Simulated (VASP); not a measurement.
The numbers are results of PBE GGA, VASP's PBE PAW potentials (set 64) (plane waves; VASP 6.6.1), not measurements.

The input files of a VASP run:

INCAR:
```
SYSTEM = C31OSi31
PREC = Normal
ENCUT = 400
EDIFF = 1E-5
NELM = 100
ALGO = Fast
LREAL = Auto
LASPH = .TRUE.
ISMEAR = 0
SIGMA = 0.05
GGA = PE
LWAVE = .TRUE.
LCHARG = .FALSE.
NELMIN = 4
ISYM = 0
NELECT = 255.0
ISPIN = 2
NUPDOWN = 3
MAGMOM = 63*0.0476
LORBIT = 10
IBRION = 2
ISIF = 2
NSW = 70
EDIFFG = -0.03
```

File KPOINTS:
```
kpoints
0
gamma
 1 1 1
0 0 0
```

**POSCAR**
```
C31OSi31
1.0
  8.7583314357   0.0000000000   0.0000000000
  0.0000000000   8.7583314357   0.0000000000
  0.0000000000   0.0000000000   8.7583314357
Si C O
31 31 1
Cart
  4.4166688931   0.0470585148   0.0370827753
  6.5617681866   2.1797735277   0.0022771662
  6.5949535044   0.0213265370   2.2016080480
  0.0000000000   0.0000000000   0.0000000000
  2.1464918683   2.1619415649  -0.0106851644
  4.3318356948   4.3642677961  -0.0119551224
  6.5687485768   6.5687485768   0.0000000000
  2.2192736025  -0.0470059648   2.1851073516
  6.5815094657   4.3505697657   2.1545232582
  4.4233252249   0.0445273570   4.3665887539
  6.5658232941   2.1402559363   4.3357681856
  6.5687485768   0.0000000000   6.5687485768
  0.0000000000   4.3791657179   0.0000000000
  2.1895828589   6.5687485768   0.0000000000
  0.0000000000   2.1895828589   2.1895828589
  2.2160417782   4.4099687695   2.1693598716
  4.3791657179   6.5687485768   2.1895828589
  0.0000000000   0.0000000000   4.3791657179
  2.1896441672   2.1857992597   4.3290242704
  4.3897457822   4.3763455351   4.3650122542
  6.5687485768   6.5687485768   4.3791657179
  2.1895828589   0.0000000000   6.5687485768
  4.3791657179   2.1895828589   6.5687485768
  6.5687485768   4.3791657179   6.5687485768
  0.0000000000   6.5687485768   2.1895828589
  0.0000000000   4.3791657179   4.3791657179
  2.1895828589   6.5687485768   4.3791657179
  0.0000000000   2.1895828589   6.5687485768
  2.1895828589   4.3791657179   6.5687485768
  4.3791657179   6.5687485768   6.5687485768
  0.0000000000   6.5687485768   6.5687485768
  5.4770575966   1.0679471436   1.0457184984
  7.6635400062   3.2843742884   1.0947914295
  7.6635400062   1.0947914295   3.2843742884
  1.0947914295   1.0947914295   1.0947914295
  3.3241633881   3.2688545251   1.1434789939
  5.4739571473   5.4739571473   1.0947914295
  7.6635400062   7.6635400062   1.0947914295
  3.3135220154   1.1438643605   3.2928085616
  7.6635400062   5.4739571473   3.2843742884
  5.4739571473   1.0947914295   5.4739571473
  7.6635400062   3.2843742884   5.4739571473
  7.6635400062   1.0947914295   7.6635400062
  1.0947914295   5.4739571473   1.0947914295
  3.2843742884   7.6635400062   1.0947914295
  1.0947914295   3.2843742884   3.2843742884
  3.2843742884   5.4739571473   3.2843742884
  5.4739571473   7.6635400062   3.2843742884
  1.0947914295   1.0947914295   5.4739571473
  3.2843742884   3.2843742884   5.4739571473
  5.4739571473   5.4739571473   5.4739571473
  7.6635400062   7.6635400062   5.4739571473
  3.2843742884   1.0947914295   7.6635400062
  5.4739571473   3.2843742884   7.6635400062
  7.6635400062   5.4739571473   7.6635400062
  1.0947914295   7.6635400062   3.2843742884
  1.0947914295   5.4739571473   5.4739571473
  3.2843742884   7.6635400062   5.4739571473
  1.0947914295   3.2843742884   7.6635400062
  3.2843742884   5.4739571473   7.6635400062
  5.4739571473   7.6635400062   7.6635400062
  1.0947914295   7.6635400062   7.6635400062
  5.4276430907   3.2789966729   3.2530544952
```

POTCAR, in this order: Si C O (PBE.64 set). Program: vasp_gam.

The run wrote:

OSZICAR:
```
...
RMM:   9    -0.457746643207E+03   -0.34506E-05   -0.36036E-05   449   0.134E-02
   4 F= -.45774664E+03 E0= -.45774664E+03  d E =-.336175E+00  mag=     3.0000
       N       E                     dE             d eps       ncg     rms          rms(c)
DAV:   1    -0.457748548870E+03   -0.19091E-02   -0.21380E+00   736   0.342E+00    0.341E-01
RMM:   2    -0.457752108862E+03   -0.35600E-02   -0.46588E-02   640   0.426E-01    0.137E-01
RMM:   3    -0.457752108542E+03    0.32004E-06   -0.46762E-03   647   0.154E-01    0.866E-02
RMM:   4    -0.457752109655E+03   -0.11134E-05   -0.10539E-03   653   0.720E-02    0.586E-02
RMM:   5    -0.457752129505E+03   -0.19849E-04   -0.20435E-04   653   0.332E-02    0.258E-02
RMM:   6    -0.457752132743E+03   -0.32385E-05   -0.52507E-05   504   0.168E-02
   5 F= -.45775213E+03 E0= -.45775213E+03  d E =-.341665E+00  mag=     3.0000
       N       E                     dE             d eps       ncg     rms          rms(c)
DAV:   1    -0.457711895040E+03    0.40234E-01   -0.89588E+01   656   0.215E+01    0.206E+00
RMM:   2    -0.457911250184E+03   -0.19936E+00   -0.23016E+00   640   0.278E+00    0.919E-01
RMM:   3    -0.457915903261E+03   -0.46531E-02   -0.21924E-01   653   0.973E-01    0.639E-01
RMM:   4    -0.457910578513E+03    0.53247E-02   -0.43957E-02   649   0.474E-01    0.364E-01
RMM:   5    -0.457912105672E+03   -0.15272E-02   -0.90769E-03   675   0.223E-01    0.152E-01
RMM:   6    -0.457912057494E+03    0.48179E-04   -0.23768E-03   681   0.102E-01    0.813E-02
RMM:   7    -0.457912127469E+03   -0.69976E-04   -0.75836E-04   662   0.547E-02    0.408E-02
RMM:   8    -0.457912118471E+03    0.89987E-05   -0.18227E-04   605   0.280E-02    0.188E-02
RMM:   9    -0.457912125166E+03   -0.66958E-05   -0.55937E-05   466   0.154E-02
   6 F= -.45791213E+03 E0= -.45791213E+03  d E =-.159992E+00  mag=     3.0000
       N       E                     dE             d eps       ncg     rms          rms(c)
DAV:   1    -0.457912219040E+03   -0.10057E-03   -0.56343E-01   736   0.169E+00    0.160E-01
RMM:   2    -0.457913248487E+03   -0.10294E-02   -0.12172E-02   640   0.212E-01    0.682E-02
RMM:   3    -0.457913244164E+03    0.43233E-05   -0.10496E-03   649   0.748E-02    0.434E-02
RMM:   4    -0.457913229264E+03    0.14900E-04   -0.21399E-04   642   0.345E-02    0.283E-02
RMM:   5    -0.457913235203E+03   -0.59386E-05   -0.49631E-05   497   0.166E-02
   7 F= -.45791324E+03 E0= -.45791324E+03  d E =-.161102E+00  mag=     3.0000
       N       E                     dE             d eps       ncg     rms          rms(c)
DAV:   1    -0.457929490794E+03   -0.16262E-01   -0.14009E+01   656   0.933E+00    0.894E-01
RMM:   2    -0.457950950473E+03   -0.21460E-01   -0.31178E-01   640   0.121E+00    0.387E-01
RMM:   3    -0.457949925279E+03    0.10252E-02   -0.35223E-02   642   0.452E-01    0.213E-01
RMM:   4    -0.457949721502E+03    0.20378E-03   -0.83795E-03   653   0.212E-01    0.123E-01
RMM:   5    -0.457950012197E+03   -0.29069E-03   -0.16695E-03   698   0.979E-02    0.595E-02
RMM:   6    -0.457950024211E+03   -0.12014E-04   -0.32576E-04   673   0.419E-02    0.310E-02
RMM:   7    -0.457950029735E+03   -0.55248E-05   -0.78651E-05   597   0.205E-02
   8 F= -.45795003E+03 E0= -.45795003E+03  d E =-.367945E-01  mag=     3.0000
       N       E                     dE             d eps       ncg     rms          rms(c)
DAV:   1    -0.457950562618E+03   -0.53841E-03   -0.24079E-01   720   0.122E+00    0.117E-01
RMM:   2    -0.457950913293E+03   -0.35067E-03   -0.52444E-03   640   0.157E-01    0.507E-02
RMM:   3    -0.457950891006E+03    0.22288E-04   -0.58489E-04   642   0.586E-02    0.279E-02
RMM:   4    -0.457950885413E+03    0.55929E-05   -0.13339E-04   642   0.270E-02    0.159E-02
RMM:   5    -0.457950889815E+03   -0.44020E-05   -0.26309E-05   414   0.126E-02
   9 F= -.45795089E+03 E0= -.45795089E+03  d E =-.376546E-01  mag=     3.0000
       N       E                     dE             d eps       ncg     rms          rms(c)
DAV:   1    -0.457959209084E+03   -0.83237E-02   -0.20740E+00   688   0.379E+00    0.393E-01
RMM:   2    -0.457962440242E+03   -0.32312E-02   -0.55265E-02   640   0.555E-01    0.180E-01
RMM:   3    -0.457962373130E+03    0.67111E-04   -0.73499E-03   647   0.203E-01    0.111E-01
RMM:   4    -0.457962276215E+03    0.96916E-04   -0.18980E-03   650   0.988E-02    0.487E-02
RMM:   5    -0.457962335572E+03   -0.59358E-04   -0.42471E-04   700   0.461E-02    0.289E-02
RMM:   6    -0.457962337529E+03   -0.19561E-05   -0.77313E-05   587   0.201E-02
  10 F= -.45796234E+03 E0= -.45796234E+03  d E =-.114477E-01  mag=     3.0000
       N       E                     dE             d eps       ncg     rms          rms(c)
DAV:   1    -0.457962358314E+03   -0.22741E-04   -0.51756E-03   776   0.190E-01    0.205E-02
RMM:   2    -0.457962366439E+03   -0.81248E-05   -0.15587E-04   640   0.287E-02    0.898E-03
RMM:   3    -0.457962366507E+03   -0.67921E-07   -0.18560E-05   391   0.102E-02    0.621E-03
RMM:   4    -0.457962365761E+03    0.74603E-06   -0.37011E-06   377   0.452E-03
  11 F= -.45796237E+03 E0= -.45796237E+03  d E =-.114759E-01  mag=     3.0000
       N       E                     dE             d eps       ncg     rms          rms(c)
DAV:   1    -0.457965032080E+03   -0.26656E-02   -0.61328E-01   672   0.209E+00    0.205E-01
RMM:   2    -0.457965301493E+03   -0.26941E-03   -0.11318E-02   642   0.260E-01    0.891E-02
RMM:   3    -0.457965184984E+03    0.11651E-03   -0.19294E-03   643   0.101E-01    0.427E-02
RMM:   4    -0.457965199303E+03   -0.14319E-04   -0.47985E-04   660   0.461E-02    0.226E-02
RMM:   5    -0.457965208212E+03   -0.89093E-05   -0.83930E-05   588   0.211E-02
  12 F= -.45796521E+03 E0= -.45796521E+03  d E =-.284245E-02  mag=     3.0000
       N       E                     dE             d eps       ncg     rms          rms(c)
DAV:   1    -0.457965251671E+03   -0.52368E-04   -0.79493E-03   752   0.239E-01    0.226E-02
RMM:   2    -0.457965255025E+03   -0.33537E-05   -0.14229E-04   640   0.292E-02    0.935E-03
RMM:   3    -0.457965253217E+03    0.18081E-05   -0.21929E-05   391   0.110E-02    0.493E-03
RMM:   4    -0.457965253129E+03    0.87733E-07   -0.44185E-06   378   0.447E-03
  13 F= -.45796525E+03 E0= -.45796525E+03  d E =-.288737E-02  mag=     3.0000
       N       E                     dE             d eps       ncg     rms          rms(c)
DAV:   1    -0.457966026067E+03   -0.77285E-03   -0.13928E-01   672   0.100E+00    0.984E-02
RMM:   2    -0.457966137032E+03   -0.11097E-03   -0.25477E-03   642   0.125E-01    0.437E-02
RMM:   3    -0.457966112564E+03    0.24468E-04   -0.42838E-04   645   0.485E-02    0.220E-02
RMM:   4    -0.457966114822E+03   -0.22573E-05   -0.12519E-04   647   0.235E-02    0.121E-02
RMM:   5    -0.457966118181E+03   -0.33595E-05   -0.22552E-05   411   0.110E-02
  14 F= -.45796612E+03 E0= -.45796612E+03  d E =-.865052E-03  mag=     3.0000
       N       E                     dE             d eps       ncg     rms          rms(c)
DAV:   1    -0.457966124267E+03   -0.94450E-05   -0.10422E-03   752   0.861E-02    0.978E-03
RMM:   2    -0.457966125564E+03   -0.12978E-05   -0.23262E-05   399   0.120E-02    0.513E-03
RMM:   3    -0.457966125535E+03    0.29017E-07   -0.39289E-06   357   0.469E-03    0.294E-03
RMM:   4    -0.457966125559E+03   -0.24003E-07   -0.10221E-06   274   0.241E-03
  15 F= -.45796613E+03 E0= -.45796613E+03  d E =-.872430E-03  mag=     3.0000
       N       E                     dE             d eps       ncg     rms          rms(c)
DAV:   1    -0.457966475321E+03   -0.34979E-03   -0.71050E-02   704   0.709E-01    0.649E-02
RMM:   2    -0.457966534951E+03   -0.59629E-04   -0.12613E-03   640   0.877E-02    0.306E-02
RMM:   3    -0.457966529688E+03    0.52626E-05   -0.23752E-04   649   0.350E-02    0.172E-02
RMM:   4    -0.457966532126E+03   -0.24378E-05   -0.62435E-05   529   0.168E-02
  16 F= -.45796653E+03 E0= -.45796653E+03  d E =-.406566E-03  mag=     3.0000
```

File OUTCAR:
```
------------------------ aborting loop because EDIFF is reached ----------------------------------------
  FORCE on cell =-STRESS in cart. coord.  units (eV):
  Direction    XX          YY          ZZ          XY          YZ          ZX
  --------------------------------------------------------------------------------------
  Total        5.5336231      5.5038270      5.4792044      3.2721589      3.3036718      3.2966497
  in kB       13.1964169     13.1253601     13.0666408      7.8033456      7.8784967      7.8617505
  external PRESSURE =      13.1294726 kB  Pullay stress =       0.0000000 kB
  volume of cell :      671.84
      direct lattice vectors                 reciprocal lattice vectors
     8.758331436  0.000000000  0.000000000     0.114176999  0.000000000  0.000000000
     0.000000000  8.758331436  0.000000000     0.000000000  0.114176999  0.000000000
     0.000000000  0.000000000  8.758331436     0.000000000  0.000000000  0.114176999
  FREE ENERGIE OF THE ION-ELECTRON SYSTEM (eV)
  ---------------------------------------------------
  free  energy   TOTEN  =      -457.9665321257 eV

  energy  without entropy=     -457.9665321218  energy(sigma->0) =     -457.96653212

 total charge

# of ion       s       p       d       tot
------------------------------------------
    1        0.700   0.977   0.000   1.676
    2        0.700   0.974   0.000   1.674
    3        0.700   0.974   0.000   1.674
    4        0.699   0.966   0.000   1.665
    5        0.700   0.977   0.000   1.676
    6        0.700   0.974   0.000   1.674
    7        0.698   0.957   0.000   1.655
    8        0.700   0.977   0.000   1.676
    9        0.702   0.920   0.000   1.622
   10        0.700   0.974   0.000   1.674
   11        0.702   0.920   0.000   1.622
   12        0.698   0.957   0.000   1.655
   13        0.698   0.957   0.000   1.655
   14        0.699   0.966   0.000   1.665
   15        0.698   0.969   0.000   1.667
   16        0.700   0.974   0.000   1.674
   17        0.698   0.969   0.000   1.667
   18        0.698   0.957   0.000   1.655
   19        0.700   0.974   0.000   1.674
   20        0.702   0.921   0.000   1.623
   21        0.699   0.970   0.000   1.669
   22        0.699   0.966   0.000   1.665
   23        0.698   0.969   0.000   1.667
   24        0.699   0.970   0.000   1.669
   25        0.703   0.974   0.000   1.677
   26        0.699   0.970   0.000   1.669
   27        0.698   0.957   0.000   1.655
   28        0.703   0.974   0.000   1.677
   29        0.698   0.957   0.000   1.655
   30        0.703   0.974   0.000   1.677
   31        0.698   0.965   0.000   1.663
   32        0.859   1.647   0.000   2.506
   33        0.832   1.712   0.000   2.544
   34        0.832   1.712   0.000   2.544
   35        0.833   1.722   0.000   2.555
   36        0.859   1.647   0.000   2.506
   37        0.832   1.712   0.000   2.544
   38        0.835   1.710   0.000   2.545
   39        0.859   1.647   0.000   2.506
   40        0.836   1.727   0.000   2.563
   41        0.832   1.712   0.000   2.544
   42        0.836   1.727   0.000   2.563
   43        0.835   1.710   0.000   2.545
   44        0.835   1.710   0.000   2.545
   45        0.833   1.722   0.000   2.554
   46        0.836   1.710   0.000   2.547
   47        0.832   1.712   0.000   2.544
   48        0.837   1.711   0.000   2.547
   49        0.835   1.710   0.000   2.545
   50        0.832   1.712   0.000   2.544
   51        0.836   1.727   0.000   2.563
   52        0.832   1.720   0.000   2.552
   53        0.833   1.722   0.000   2.554
   54        0.837   1.711   0.000   2.547
   55        0.832   1.720   0.000   2.552
   56        0.840   1.693   0.000   2.533
   57        0.832   1.720   0.000   2.552
   58        0.835   1.710   0.000   2.545
   59        0.840   1.693   0.000   2.533
   60        0.835   1.710   0.000   2.545
   61        0.840   1.693   0.000   2.533
   62        0.837   1.705   0.000   2.542
   63        1.580   3.554   0.000   5.134
--------------------------------------------------
tot         49.218  86.324   0.000 135.542

 magnetization (x)

# of ion       s       p       d       tot
------------------------------------------
    1       -0.001   0.000   0.000  -0.001
    2       -0.002  -0.000   0.000  -0.002
    3       -0.002  -0.000   0.000  -0.002
    4       -0.001   0.003   0.000   0.002
    5       -0.001   0.000   0.000  -0.001
    6       -0.002  -0.000   0.000  -0.002
    7        0.000   0.003   0.000   0.004
    8       -0.001   0.000   0.000  -0.001
    9        0.001   0.015   0.000   0.016
   10       -0.002   0.000   0.000  -0.002
   11        0.001   0.015   0.000   0.016
   12        0.000   0.003   0.000   0.004
   13        0.000   0.003   0.000   0.004
   14       -0.001   0.003   0.000   0.002
   15        0.000   0.005   0.000   0.005
   16       -0.002  -0.000   0.000  -0.002
   17        0.000   0.005   0.000   0.005
   18        0.000   0.003   0.000   0.004
...
```
(Selected blocks of OUTCAR.)

CONTCAR:
```
C31OSi31
   1.00000000000000
     8.7583314357000006    0.0000000000000000    0.0000000000000000
     0.0000000000000000    8.7583314357000006    0.0000000000000000
     0.0000000000000000    0.0000000000000000    8.7583314357000006
  Si              C               O
    31    31     1
Direct
     0.4986503080108202    0.0007588972439121    0.0004770867388230
     0.7475049882985396    0.2485969532580148    0.0013545679608476
     0.7475132126169497    0.0016218734284552    0.2483522551849475
     0.9988881303654610    0.0001181304260865    0.9998728251369933
     0.2509734386626835    0.2483552835741761    0.0005465908704002
     0.4988581015401345    0.4971271883642720    0.0014673642603353
     0.7505690441235155    0.7491829635575861    0.0008129540878447
     0.2510522533092450    0.0007709749510855    0.2481467670093917
     0.7550873548368144    0.5047849566412790    0.2482997476791284
     0.4989413026703085    0.0017407120981023    0.4968745630492851
     0.7550964981920709    0.2485070329345228    0.5045827072088360
     0.7505846812256286    0.0010186858960864    0.7489677685090952
     0.9994662147099679    0.5002540879550351    0.0007647925075686
     0.2504155829670691    0.7485635147753145    0.9998876632348751
     0.0005459015556215    0.2490388168676617    0.2488097613323469
     0.2518918909720530    0.4972305801548217    0.2483607349039906
     0.4993386746653710    0.7502738613499249    0.2488525241122251
     0.9995266048976047    0.0010162296159803    0.5000683333643461
     0.2519656417677577    0.2486552633786344    0.4968574684854470
     0.4987554194171001    0.5049040151308555    0.5046187944823782
     0.7509129705315342    0.7505062882629967    0.5003891963222105
     0.2504544719700835    0.0001955629634962    0.7482647842836914
     0.4993642360275457    0.2491218415672681    0.7500428477639075
     0.7508964947114221    0.5006369387438376    0.7502741614487596
     0.9995489275252365    0.7493006104080808    0.2487665306830662
     0.0007307718734035    0.5006385302534606    0.5004202250262220
     0.2512723839097077    0.7492495272986559    0.5000952371206985
     0.9995936202553443    0.2489634081127111    0.7490388911205900
     0.2512650240530466    0.5002894861084156    0.7490022780480478
     0.4992619692227905    0.7493500325448407    0.7490853720109789
     0.9997250374437548    0.7495136166004605    0.7492920166751046
     0.6341235526204437    0.1130317790123086    0.1128120564131714
     0.8724024544820164    0.3740370781153921    0.1274231948844299
     0.8724281050066970    0.1276294241165287    0.3738106867975617
     0.1240585227214899    0.1240322161001777    0.1238474102807938
     0.3633429010847135    0.3837067883425708    0.1129669781927665
     0.6242932079068108    0.6221108695400535    0.1274339310747175
     0.8752681931947277    0.8740613259990804    0.1250088696524775
     0.3634872358683636    0.1132467990470036    0.3834267944349993
     0.8752444003357670    0.6249490633831831    0.3757242011899217
     0.6243321479441263    0.1276602255793632    0.6219276029982317
     0.8752368578127194    0.3759501532659384    0.6247420721057002
     0.8752582840967397    0.1252527938894980    0.8738274936042456
     0.1243398260354852    0.6249287113813581    0.1250265792736218
     0.3743512983217073    0.8737768619168841    0.1238340692449807
     0.1249947562645201    0.3752739193304708    0.3749920036211816
     0.3778572130620493    0.6221804871367911    0.3738332842348031
     0.6255384408549989    0.8747434675302167    0.3749740299301235
     0.1244326247566362    0.1253307084842880    0.6246115416039009
     0.3779116549518865    0.3741141452812988    0.6219111404371682
     0.6261908304218521    0.6250098072795848    0.6247408586250547
     0.8750830920136057    0.8754075510017745    0.6245203909045691
     0.3743645140664494    0.1241114926050952    0.8735363839216250
     0.6255050723587653    0.3752637988377148    0.8745044876816895
     0.8750669537377500    0.6247686691075756    0.8751764097396495
     0.1237065677286707    0.8734161086004560    0.3741896961426365
     0.1256577516170065    0.6248036155830454    0.6245733031652996
     0.3755865681425907    0.8741540391705523    0.6246670617687046
     0.1236969724285217    0.3744070143615974    0.8731903873101969
     0.3755737177215693    0.6249205478563994    0.8738976943076313
     0.6247238789187406    0.8733793365299061    0.8731864715723833
     0.1249162217915747    0.8745767706763170    0.8742738027136135
     0.6452560294024263    0.3950445664715484    0.3948323015497567
```

At this cut-off the stress carries a Pulay error, which pulls relaxed volumes low. The cell is charged, with a uniform compensating background. The supercell is sampled at Γ alone, which is coarse: total energies, pressure and levels can be off, energies of defects by several tenths of an eV.

The cell is a supercell with a defect, built from SiC (zinc blende): O_C-vac_Si, charge -1.
